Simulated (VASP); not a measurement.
Here is the system:

```xyz
4
Lattice="3.1674 0.0000 0.0000 -1.5837 2.7431 0.0000 0.0000 0.0000 5.6505" Properties=species:S:1:pos:R:3 pbc="T T T"
Zr     0.0000     0.0000     5.6505
Zr     0.0000     0.0000     2.8252
N      0.0000     1.8287     1.4126
N      1.5837     0.9144     4.2379
```

These are PBEsol GGA, VASP's PBE PAW potentials (set 64) (plane waves; VASP 6.6.1) values and carry that method's errors. Settings: 520 eV cut-off, Gaussian smearing of 0.050 eV, potentials Zr_sv N.

Predict the band gap (along the path) with the smallest direct gap where there is one.

The band gap (along the path) is none (metal, semimetal or under 0.01 eV).

The absolute energy has meaning only against runs of the same code, potentials and settings.

The structure was generated: ZrN was put into the NiAs type type (P6_3/mmc), which need not be its known phase. It was relaxed first, which changed the volume by -32 %.
